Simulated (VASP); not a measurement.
Set up this calculation in VASP 6.6.1, as the native input.

| Quantity | Value |
| --- | --- |
| Task | single point |
| Functional | PBE |
| Potentials or basis | VASP PAW PBE potentials, release 64 (In_d, Te, O) |
| Cutoff | 520 eV |
| k mesh | 5 × 5 × 2 |
| Occupations | gaussian, width 0.05 eV |
| Spin | no spin polarisation |
| Further INCAR settings | PREC = Normal; LREAL = Auto; ALGO = Fast; EDIFF = 1e-05 |

The structure of In2Te2O lies in POSCAR:

```
In2Te2O
1.0
    4.4337180000      0.0000000000      0.0000000000
   -4.4337180000      7.6794260000      0.0000000000
    0.0000000000      0.0000000000     10.3929400000
In Te O
4 4 2
Direct
    0.0000000000      0.0000000000      0.8101560000
    0.0000000000      0.5000000000      0.8101560000
    0.0000000000      0.0000000000      0.1898440000
    0.0000000000      0.5000000000      0.1898440000
    0.3333330000      0.3333335000      0.3149000000
    0.3333330000      0.8333335000      0.3149000000
    0.6666670000      0.1666665000      0.6851000000
    0.6666670000      0.6666665000      0.6851000000
    0.0000000000      0.0000000000      0.0000000000
    0.0000000000      0.5000000000      0.0000000000
```

The cell was built by a generator and needn't be a form met in nature.

These files were run (other wordings do the same):

INCAR

```
SYSTEM = In2Te2O
PREC = Normal
ENCUT = 520
EDIFF = 1E-5
ISMEAR = 0
SIGMA = 0.05
LREAL = Auto
LASPH = .TRUE.
NELM = 80
ALGO = Fast
ISIF = 2
LWAVE = .FALSE.
LCHARG = .FALSE.
GGA = PE
```

KPOINTS

```
regular mesh
0
G
  5 5 2
  0 0 0
```

Potentials or basis: VASP PAW PBE potentials, release 64 (In_d, Te, O).

The run is started by

```sh
$ cat potpaw_PBE.64/In_d/POTCAR potpaw_PBE.64/Te/POTCAR potpaw_PBE.64/O/POTCAR > POTCAR
$ mpirun -np 1 vasp_std > vasp.out
```

Results of the run:

```json
{"Pressure": "0.0 GPa", "Largest force": "0.018 eV/Å", "Band gap on the k mesh": "1.04 eV"}
```

Caveat: spin-orbit coupling is left out, which moves the levels of the heavy elements; an odd mesh through Γ misses points on the zone boundary, where band edges often lie; this functional lacks dispersion, which binds the layers, so the pressure and a relaxed spacing across them are unreliable.

Run time: 3.2 min on 1 thread of Intel(R) Xeon(R) Platinum 8259CL CPU @ 2.50GHz (Skylake/Cascade Lake), on a shared host, peak memory 0.38 GiB.
